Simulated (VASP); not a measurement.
# AlW3C4 (Pmm2) in VASP: a series of runs

Aim: see how the results for AlW3C4 move with the level of theory and the settings. Levels: RPBE+D3, RPBE, optPBE-vdW. Tasks: band structure.

Everything below comes from runs of VASP 6.6.1. Logs are shortened: lines on timing, memory, paths and dates and some standing lists are left out, and cuts for length are marked.

**1. The crystal as given**

Symmetry: Pmm2, No. 25, orthorhombic system. The conventional cell has a = 2.832 Å, b = 2.947 Å, c = 10.138 Å, α = 90.00°, β = 90.00°, γ = 90.00°. W (site symmetry mm2) has 6 C at 2.15 to 2.21 Å as nearest neighbours. W (site symmetry mm2) is surrounded by 6 C at 2.20 to 2.21 Å. W (site symmetry mm2) has 6 C at 2.19 to 2.20 Å as nearest neighbours. Around Al (site symmetry mm2) lie 6 C at 2.19 to 2.36 Å. C (site symmetry mm2) has 4 W at 2.19 Å and 2 Al at 2.36 Å as nearest neighbours. C (site symmetry mm2) is surrounded by 2 W at 2.15 Å and 4 Al at 2.19 Å. Around C (site symmetry mm2) lie 6 W at 2.20 to 2.21 Å. Around C (site symmetry mm2) lie 6 W at 2.20 to 2.21 Å.

The cell comes from a database or a generator and needn't be the stable form of this composition.

**2. Band structure, RPBE+D3**

POSCAR reads:

```
AlW3C4
1.0
    2.8323640000      0.0000000000      0.0000000000
    0.0000000000      2.9474060000      0.0000000000
    0.0000000000      0.0000000000     10.1379520000
W Al C
3 1 4
Cartesian
    0.0000000000      1.4737030000      5.0857543106
    0.0000000000      0.0000000000      2.5481438213
    0.0000000000      1.4737030000      0.0190694877
    0.0000000000      0.0000000000      7.4908921810
    1.4161820000      0.0000000000      9.3828976109
    1.4161820000      1.4737030000      6.7081510450
    1.4161820000      0.0000000000      4.2343082739
    1.4161820000      1.4737030000      1.7036220059
```

INCAR.step1 reads:

```
PREC = Accurate
ENCUT = 520
EDIFF = 1E-7
ISMEAR = -1
SIGMA = 0.05
LREAL = F
LASPH = T
NELM = 100
ALGO = Fast
ISIF = 2
LWAVE = F
LCHARG = T
LMAXMIX = 4
GGA = RP
IVDW = 11
NBANDS = 40
```

KPOINTS.step1 reads:

```
Automatic mesh
0
Gamma
  9 9 3
```

INCAR.step2 reads:

```
PREC = Accurate
ENCUT = 520
EDIFF = 1E-7
ISMEAR = 0
SIGMA = 0.05
LREAL = F
LASPH = T
NELM = 100
ALGO = Fast
ISIF = 2
LWAVE = F
LCHARG = F
LMAXMIX = 4
GGA = RP
IVDW = 11
NBANDS = 40
ICHARG = 11
```

KPOINTS.step2 reads:

```
path GXSYGZURTZ,YT,UX,SR
10
line-mode
reciprocal
 0.0000000000  0.0000000000  0.0000000000  G
 0.5000000000  0.0000000000  0.0000000000  X

 0.5000000000  0.0000000000  0.0000000000  X
 0.5000000000  0.5000000000  0.0000000000  S

 0.5000000000  0.5000000000  0.0000000000  S
 0.0000000000  0.5000000000  0.0000000000  Y

 0.0000000000  0.5000000000  0.0000000000  Y
 0.0000000000  0.0000000000  0.0000000000  G

 0.0000000000  0.0000000000  0.0000000000  G
 0.0000000000  0.0000000000  0.5000000000  Z

 0.0000000000  0.0000000000  0.5000000000  Z
 0.5000000000  0.0000000000  0.5000000000  U

 0.5000000000  0.0000000000  0.5000000000  U
 0.5000000000  0.5000000000  0.5000000000  R

 0.5000000000  0.5000000000  0.5000000000  R
 0.0000000000  0.5000000000  0.5000000000  T

 0.0000000000  0.5000000000  0.5000000000  T
 0.0000000000  0.0000000000  0.5000000000  Z

 0.0000000000  0.5000000000  0.0000000000  Y
 0.0000000000  0.5000000000  0.5000000000  T

 0.5000000000  0.0000000000  0.5000000000  U
 0.5000000000  0.0000000000  0.0000000000  X

 0.5000000000  0.5000000000  0.0000000000  S
 0.5000000000  0.5000000000  0.5000000000  R
```

Potentials or basis: VASP PAW PBE potentials, release 64 (W_sv, Al, C).

Command:

```bash
$ cat potpaw_PBE.64/W_sv/POTCAR potpaw_PBE.64/Al/POTCAR potpaw_PBE.64/C/POTCAR > POTCAR
$ cp INCAR.step1 INCAR
$ cp KPOINTS.step1 KPOINTS
$ mpirun -np 1 vasp_std > vasp.out
$ cp INCAR.step2 INCAR
$ cp KPOINTS.step2 KPOINTS
$ mpirun -np 1 vasp_std > vasp.out
```

OUTCAR:

```text
PREC = Accurate
   ENCUT = 520
   EDIFF = 1E-7
   ISMEAR = 0
   LREAL = F
   LASPH = T
   NELM = 100
   ISIF = 2
   GGA = RP
   IVDW = 11
   ICHARG = 11
 IVDW          = 11

 ion  position               nearest neighbor table
   1  0.000  0.500  0.502-   6 2.15   6 2.15   7 2.21   7 2.21   7 2.21   7 2.21   4 2.82   4 2.82
                             2 2.93   2 2.93
   2  0.000  0.000  0.251-   7 2.20   7 2.20   8 2.21   8 2.21   8 2.21   8 2.21   3 2.93   3 2.93
                             1 2.93   1 2.93
   3  0.000  0.500  0.002-   5 2.19   5 2.19   5 2.19   5 2.19   8 2.20   8 2.20   2 2.93   2 2.93
                             4 3.05   4 3.05
   4  0.000  0.000  0.739-   6 2.19   6 2.19   6 2.19   6 2.19   5 2.36   5 2.36   1 2.82   1 2.82
                             3 3.05   3 3.05
   5  0.500  0.000  0.926-   3 2.19   3 2.19   3 2.19   3 2.19   4 2.36   4 2.36
   6  0.500  0.500  0.662-   1 2.15   1 2.15   4 2.19   4 2.19   4 2.19   4 2.19
   7  0.500  0.000  0.418-   2 2.20   2 2.20   1 2.21   1 2.21   1 2.21   1 2.21
   8  0.500  0.500  0.168-   3 2.20   3 2.20   2 2.21   2 2.21   2 2.21   2 2.21

  LATTYP: Found a simple orthorhombic cell.
 ALAT       =     2.8323640000
 B/A-ratio  =     1.0406169546
 C/A-ratio  =     3.5793252562

  Lattice vectors:

 A1 = (   2.8323640000,   0.0000000000,   0.0000000000)
 A2 = (   0.0000000000,   2.9474060000,   0.0000000000)
 A3 = (   0.0000000000,   0.0000000000,  10.1379520000)

Analysis of symmetry for initial positions (statically):
=====================================================================
 Subroutine PRICEL returns:
 Original cell was already a primitive cell.

 Routine SETGRP: Setting up the symmetry group for a
 simple orthorhombic supercell.

 Subroutine GETGRP returns: Found  4 space group operations
 (whereof  4 operations were pure point group operations)
 out of a pool of  8 trial point group operations.

The static configuration has the point symmetry C_2v.

Analysis of symmetry for dynamics (positions and initial velocities):
=====================================================================
 Subroutine PRICEL returns:
 Original cell was already a primitive cell.

 Routine SETGRP: Setting up the symmetry group for a
 simple orthorhombic supercell.

 Subroutine GETGRP returns: Found  4 space group operations
 (whereof  4 operations were pure point group operations)
 out of a pool of  8 trial point group operations.

The dynamic configuration has the point symmetry C_2v.

[... 113 lines left out ...]
   ISYM   =      2    0-nonsym 1-usesym 2-fastsym
   POTIM  = 0.5000    time-step for ionic-motion
   TEBEG  =    0.0;   TEEND  =   0.0 temperature during run
   PSTRESS=    0.0 pullay stress
   NELECT =      61.0000    total number of electrons
   NUPDOWN=      -1.0000    fix difference up-down
   EMIN   =  10.00;   EMAX   =-10.00  energy-range for DOS
   EFERMI =   0.00;   METHOD = LEGACY
   ISMEAR =     0;   SIGMA  =   0.05  broadening in eV -4-tet -1-fermi 0-gaus
   EFERMI_NEDOS =   21; number of points for ismear=-14 and -15
   IALGO  =     68    algorithm
   IMIX   =      4    mixing-type and parameters
     AMIX     =   0.40;   BMIX     =  1.00
     AMIX_MAG =   1.60;   BMIX_MAG =  1.00
  volume/ion in A,a.u.               =      10.58        71.39
  Fermi-wavevector in a.u.,A,eV,Ry     =   1.467816  2.773771 29.313542  2.154485
  Thomas-Fermi vector in A             =   2.583389
   LORBIT       =      0    0 simple, 1 ext, 2 COOP (PROOUT), +10 PAW based schemes
   GGA     = RP    functional components
   LHFCALC =     F    Hartree Fock is set to
   AEXX    =    0.0000 exact exchange contribution
   IVDW    =    11    specifies the selected vdW correction
   LEPSILON=     F    determine dielectric tensor
   LRPA    =     F    only Hartree local field effects (RPA)
 non-spin polarized calculation
 RMM-DIIS sequential band-by-band and
 Gauss-broadening in eV      SIGMA  =   0.05
  energy-cutoff  :      520.00
  volume of cell :       84.63
 maximum number of plane-waves:      2307
 NGX is ok and might be reduce to    24

 number of electron      61.0000005 magnetization

 Free energy of the ion-electron system (eV)
  ---------------------------------------------------
  ext. energy  EPLUGINS =         0.00000000
  ---------------------------------------------------
  free energy    TOTEN  =       -73.26021108 eV

  energy without entropy =      -73.25916350  energy(sigma->0) =      -73.25968729

 E-fermi :  10.2464     XC(G=0): -13.0183

 val. band max:       10.2382463136   @ k =   0.0000   0.2222   0.5000
 cond. band min:      10.2793906818   @ k =   0.5000   0.1667   0.5000
 fundamental gap:      0.0411443682
 Fermi energy:        10.2463974351

 k-point     1 :       0.0000    0.0000    0.0000
  band No.  band energies     occupation
      1     -64.0333      2.00000
      2     -63.7427      2.00000
      3     -63.6537      2.00000
      4     -28.4878      2.00000
      5     -28.1059      2.00000
      6     -27.9907      2.00000
[... 1021 lines left out ...]
     39      15.4324      0.00000
     40      16.2665      0.00000

 [... further k-points ...]

------------------------ aborting loop because EDIFF is reached ----------------------------------------

 Edisp (eV)   -3.57347

 E8    (eV) :    -0.9996

  FORCE on cell =-STRESS in cart. coord.  units (eV):
  Direction    XX          YY          ZZ          XY          YZ          ZX
  --------------------------------------------------------------------------------------
  -------------------------------------------------------------------------------------
  Total      -3.71433    -3.09695    -5.57884     0.00000     0.00000     0.00000
  in kB     -70.31562   -58.62808  -105.61243     0.00000     0.00000     0.00000
  external pressure =      -78.19 kB  Pullay stress =        0.00 kB

 VOLUME and BASIS-vectors are now :
 -----------------------------------------------------------------------------
  energy-cutoff  :      520.00
  volume of cell :       84.63
      direct lattice vectors                 reciprocal lattice vectors
     2.832364000  0.000000000  0.000000000     0.353061965  0.000000000  0.000000000
     0.000000000  2.947406000  0.000000000     0.000000000  0.339281388  0.000000000
     0.000000000  0.000000000 10.137952000     0.000000000  0.000000000  0.098639252

 POSITION                                       TOTAL-FORCE (eV/Angst)
 -----------------------------------------------------------------------------------
      0.00000      1.47370      5.08575         0.000000      0.000000      0.620673
      0.00000      0.00000      2.54814         0.000000      0.000000      0.578156
      0.00000      1.47370      0.01907         0.000000      0.000000      0.445276
      0.00000      0.00000      7.49089         0.000000      0.000000      1.074889
      1.41618      0.00000      9.38290         0.000000      0.000000     -1.206766
      1.41618      1.47370      6.70815         0.000000      0.000000     -0.691548
      1.41618      0.00000      4.23431         0.000000      0.000000     -0.123811
      1.41618      1.47370      1.70362         0.000000      0.000000     -0.696870
 -----------------------------------------------------------------------------------
    total drift:                               -0.000000      0.000000     -0.324771

  FREE ENERGIE OF THE ION-ELECTRON SYSTEM (eV)
  ---------------------------------------------------
  free  energy   TOTEN  =       -76.8336841743 eV

  energy  without entropy=      -76.8326365958  energy(sigma->0) =      -76.83316039
```

Wall time 10 min (1 thread of Intel Xeon Platinum 8259CL at 2.50GHz (Skylake/Cascade Lake), shared host); peak memory 0.44 GiB.

What came out:

| Property | Result |
| --- | --- |
| Band gap along the path | none (metal or under the smearing width) |
| Dispersion energy per atom | -0.447 eV |

Levels at the corners of the path, in eV from the Fermi level:
| point | band 28 | band 29 | band 30 | band 31 | band 32 | band 33 |
| --- | --- | --- | --- | --- | --- | --- |
| Γ | -0.94 | -0.61 | -0.44 | 0.06 | 2.31 | 2.62 |
| X | -1.14 | -0.41 | -0.17 | -0.16 | 1.06 | 1.16 |
| X | -1.14 | -0.41 | -0.17 | -0.16 | 1.06 | 1.16 |
| S | -1.59 | -1.25 | -0.49 | -0.34 | 0.89 | 4.11 |
| S | -1.59 | -1.25 | -0.49 | -0.34 | 0.89 | 4.11 |
| Y | -1.04 | -0.77 | -0.68 | 0.22 | 1.56 | 1.71 |
| Y | -1.04 | -0.77 | -0.68 | 0.22 | 1.56 | 1.71 |
| Γ | -0.94 | -0.61 | -0.44 | 0.06 | 2.31 | 2.62 |
| Γ | -0.94 | -0.61 | -0.44 | 0.06 | 2.31 | 2.62 |
| Z | -1.27 | -0.97 | -0.26 | 0.36 | 2.31 | 2.62 |
| Z | -1.27 | -0.97 | -0.26 | 0.36 | 2.31 | 2.62 |
| U | -1.14 | -0.97 | -0.20 | -0.18 | 1.02 | 1.20 |
| U | -1.14 | -0.97 | -0.20 | -0.18 | 1.02 | 1.20 |
| R | -1.34 | -1.21 | -0.92 | -0.61 | 1.51 | 4.23 |
| R | -1.34 | -1.21 | -0.92 | -0.61 | 1.51 | 4.23 |
| T | -1.06 | -0.74 | -0.63 | 0.09 | 1.21 | 1.61 |
| T | -1.06 | -0.74 | -0.63 | 0.09 | 1.21 | 1.61 |
| Z | -1.27 | -0.97 | -0.26 | 0.36 | 2.31 | 2.62 |
| Y | -1.04 | -0.77 | -0.68 | 0.22 | 1.56 | 1.71 |
| T | -1.06 | -0.74 | -0.63 | 0.09 | 1.21 | 1.61 |
| U | -1.14 | -0.97 | -0.20 | -0.18 | 1.02 | 1.20 |
| X | -1.14 | -0.41 | -0.17 | -0.16 | 1.06 | 1.16 |
| S | -1.59 | -1.25 | -0.49 | -0.34 | 0.89 | 4.11 |
| R | -1.34 | -1.21 | -0.92 | -0.61 | 1.51 | 4.23 |

Caveat: the log is that of the step along the path at fixed density, whose energy, stress, charges and moments have no meaning; the PAW data sets were made with another functional, which shifts forces and pressure a little; spin-orbit coupling is left out, which moves the levels of the heavy elements; pairwise dispersion overbinds metals, which lowers pressure and volume.

**3. Band structure, RPBE**

run.py reads:

```python
from ase.calculators.vasp import Vasp
from ase.dft.bandgap import bandgap
from ase.spacegroup import crystal

atoms = crystal(
    ['W', 'W', 'W', 'Al', 'C', 'C', 'C', 'C'],
    basis=[[0.0, 0.5, 0.501655], [0.0, 0.0, 0.251347], [0.0, 0.5, 0.001881], [0.0, 0.0, 0.738896], [0.5, 0.0, 0.925522], [0.5, 0.5, 0.661687], [0.5, 0.0, 0.417669], [0.5, 0.5, 0.168044]],
    spacegroup=25,
    setting=1,
    cellpar=[2.832364, 2.947406, 10.137952, 90.0, 90.0, 90.0],
    primitive_cell=True,
)
calc = Vasp(
    directory='calc',
    xc='rpbe',
    pp='PBE',
    setups={'base': 'minimal', 'W': '_sv'},
    pp_version='54',
    prec='Accurate',
    encut=520,
    ediff=1e-06,
    ismear=0,
    sigma=0.05,
    lreal=False,
    lasph=True,
    nelm=80,
    algo='Fast',
    isif=2,
    lwave=False,
    lcharg=True,
    lmaxmix=4,
    kpts=[9, 9, 3],
    gamma=True,
    nbands=40,
)
atoms.calc = calc

print('energy (eV):', atoms.get_potential_energy())
print('free energy (eV):', atoms.get_potential_energy(force_consistent=True))
efermi = calc.get_fermi_level()
print('Fermi level (eV):', efermi)
path = atoms.cell.bandpath(npoints=40, eps=1e-4)
print('path:', path.path)
calc.set(kpts=path.kpts, reciprocal=True, icharg=11, isym=0, lcharg=False)
calc.calculate(atoms)
print('gap on the path (eV):', bandgap(calc, efermi=efermi)[0])
print('direct gap on the path (eV):', bandgap(calc, efermi=efermi, direct=True)[0])
```

Potentials or basis: VASP PAW PBE potentials, release 54 (W_sv, Al, C).

Command:

```bash
$ python run.py
```

Wall time 5.6 min (1 thread of Intel Xeon Platinum 8259CL at 2.50GHz (Skylake/Cascade Lake), shared host); peak memory 0.26 GiB.

Results (log left out):

| Item | Value |
| --- | --- |
| Band gap along the path | none (metal or under the smearing width) |

Levels at the corners of the path, in eV from the Fermi level:
```csv
point,band 28,band 29,band 30,band 31,band 32,band 33
Γ,-0.94,-0.60,-0.43,0.07,2.31,2.63
X,-1.13,-0.40,-0.16,-0.15,1.07,1.17
S,-1.58,-1.24,-0.49,-0.33,0.89,4.12
Y,-1.03,-0.77,-0.68,0.23,1.56,1.72
Γ,-0.94,-0.60,-0.43,0.07,2.31,2.63
Z,-1.26,-0.96,-0.25,0.37,2.31,2.63
U,-1.13,-0.96,-0.19,-0.17,1.03,1.21
R,-1.32,-1.21,-0.92,-0.61,1.52,4.24
T,-1.04,-0.73,-0.63,0.10,1.22,1.61
Z,-1.26,-0.96,-0.25,0.37,2.31,2.63
Y,-1.03,-0.77,-0.68,0.23,1.56,1.72
T,-1.04,-0.73,-0.63,0.10,1.22,1.61
U,-1.13,-0.96,-0.19,-0.17,1.03,1.21
X,-1.13,-0.40,-0.16,-0.15,1.07,1.17
S,-1.58,-1.24,-0.49,-0.33,0.89,4.12
R,-1.32,-1.21,-0.92,-0.61,1.52,4.24
```

Caveat: the log is that of the step along the path at fixed density, whose energy, stress, charges and moments have no meaning; the PAW data sets were made with another functional, which shifts forces and pressure a little; spin-orbit coupling is left out, which moves the levels of the heavy elements.

**4. Band structure, optPBE-vdW (volume scaled by 1.15)**

INCAR reads:

```
AGGAC = 0.0 ; ALGO = VeryFast
BMIX = 0.5 ; EDIFF = 1E-6
ENCUT = 520 ; GGA = OR
ISIF = 2 ; ISMEAR = 0
LASPH = T ; LCHARG = F
LMAXMIX = 4 ; LREAL = F
LUSE_VDW = T ; LWAVE = F
NELM = 80 ; PREC = Accurate
SIGMA = 0.1
```

KPOINTS reads:

```
k-points
0
Gamma
  9 9 3
```

POSCAR reads:

```
AlW3C4
2.9674
    1.000012864326      0.000000000000      0.000000000000
    0.000000000000      1.040630341444      0.000000000000
    0.000000000000      0.000000000000      3.579371301813
W Al C
3 1 4
Direct
    0.0000000000      0.5000000000      0.5016550000
    0.0000000000      0.0000000000      0.2513470000
    0.0000000000      0.5000000000      0.0018810000
    0.0000000000      0.0000000000      0.7388960000
    0.5000000000      0.0000000000      0.9255220000
    0.5000000000      0.5000000000      0.6616870000
    0.5000000000      0.0000000000      0.4176690000
    0.5000000000      0.5000000000      0.1680440000
```

KPOINTS_OPT reads:

```
path GXSYGZURTZ,YT,UX,SR
20
line-mode
reciprocal
 0.0000000000  0.0000000000  0.0000000000  G
 0.5000000000  0.0000000000  0.0000000000  X

 0.5000000000  0.0000000000  0.0000000000  X
 0.5000000000  0.5000000000  0.0000000000  S

 0.5000000000  0.5000000000  0.0000000000  S
 0.0000000000  0.5000000000  0.0000000000  Y

 0.0000000000  0.5000000000  0.0000000000  Y
 0.0000000000  0.0000000000  0.0000000000  G

 0.0000000000  0.0000000000  0.0000000000  G
 0.0000000000  0.0000000000  0.5000000000  Z

 0.0000000000  0.0000000000  0.5000000000  Z
 0.5000000000  0.0000000000  0.5000000000  U

 0.5000000000  0.0000000000  0.5000000000  U
 0.5000000000  0.5000000000  0.5000000000  R

 0.5000000000  0.5000000000  0.5000000000  R
 0.0000000000  0.5000000000  0.5000000000  T

 0.0000000000  0.5000000000  0.5000000000  T
 0.0000000000  0.0000000000  0.5000000000  Z

 0.0000000000  0.5000000000  0.0000000000  Y
 0.0000000000  0.5000000000  0.5000000000  T

 0.5000000000  0.0000000000  0.5000000000  U
 0.5000000000  0.0000000000  0.0000000000  X

 0.5000000000  0.5000000000  0.0000000000  S
 0.5000000000  0.5000000000  0.5000000000  R
```

Potentials or basis: VASP PAW PBE potentials, release 64 (W_sv, Al, C).

Command:

```bash
$ cat potpaw_PBE.64/W_sv/POTCAR potpaw_PBE.64/Al/POTCAR potpaw_PBE.64/C/POTCAR > POTCAR
$ mpirun -np 1 vasp_std > vasp.out
```

Wall time 14 min (1 thread of Intel Xeon Platinum 8259CL at 2.50GHz (Skylake/Cascade Lake), shared host); peak memory 0.56 GiB.

The run converged. Its results:

```
Free energy             : -59.5871 eV
Pressure                : -31.8 GPa
Largest force           : 0.767 eV/Å
Band gap along the path : none (metal or under the smearing width)
```

Forces in eV/Å, atoms in the order of the input:
```
W    0.000  0.000 -0.182
W    0.000  0.000  0.012
W    0.000  0.000  0.655
Al   0.000  0.000 -0.379
C    0.000  0.000  0.725
C    0.000  0.000 -0.767
C    0.000  0.000 -0.038
C    0.000  0.000 -0.025
```

Stress tensor (GPa, compression positive):
```
-37.16   0.00   0.00
  0.00 -30.09   0.00
  0.00   0.00 -28.28
```

Levels at the corners of the path, in eV from the Fermi level:
| point | band 28 | band 29 | band 30 | band 31 | band 32 | band 33 |
| --- | --- | --- | --- | --- | --- | --- |
| Γ | -0.85 | -0.56 | -0.37 | 0.03 | 1.83 | 2.08 |
| X | -0.96 | -0.43 | -0.15 | -0.11 | 0.91 | 1.03 |
| X | -0.96 | -0.43 | -0.15 | -0.11 | 0.91 | 1.03 |
| S | -1.43 | -1.21 | -0.49 | -0.41 | 0.77 | 3.06 |
| S | -1.43 | -1.21 | -0.49 | -0.41 | 0.77 | 3.06 |
| Y | -0.91 | -0.65 | -0.59 | 0.13 | 1.24 | 1.43 |
| Y | -0.91 | -0.65 | -0.59 | 0.13 | 1.24 | 1.43 |
| Γ | -0.85 | -0.56 | -0.37 | 0.03 | 1.83 | 2.08 |
| Γ | -0.85 | -0.56 | -0.37 | 0.03 | 1.83 | 2.08 |
| Z | -1.13 | -0.87 | -0.22 | 0.30 | 1.83 | 2.08 |
| Z | -1.13 | -0.87 | -0.22 | 0.30 | 1.83 | 2.08 |
| U | -0.96 | -0.92 | -0.16 | -0.14 | 0.95 | 1.00 |
| U | -0.96 | -0.92 | -0.16 | -0.14 | 0.95 | 1.00 |
| R | -1.33 | -1.07 | -0.82 | -0.66 | 1.28 | 3.31 |
| R | -1.33 | -1.07 | -0.82 | -0.66 | 1.28 | 3.31 |
| T | -0.92 | -0.60 | -0.54 | 0.02 | 1.04 | 1.28 |
| T | -0.92 | -0.60 | -0.54 | 0.02 | 1.04 | 1.28 |
| Z | -1.13 | -0.87 | -0.22 | 0.30 | 1.83 | 2.08 |
| Y | -0.91 | -0.65 | -0.59 | 0.13 | 1.24 | 1.43 |
| T | -0.92 | -0.60 | -0.54 | 0.02 | 1.04 | 1.28 |
| U | -0.96 | -0.92 | -0.16 | -0.14 | 0.95 | 1.00 |
| X | -0.96 | -0.43 | -0.15 | -0.11 | 0.91 | 1.03 |
| S | -1.43 | -1.21 | -0.49 | -0.41 | 0.77 | 3.06 |
| R | -1.33 | -1.07 | -0.82 | -0.66 | 1.28 | 3.31 |

Caveat: the PAW data sets were made with another functional, which shifts forces and pressure a little; spin-orbit coupling is left out, which moves the levels of the heavy elements.
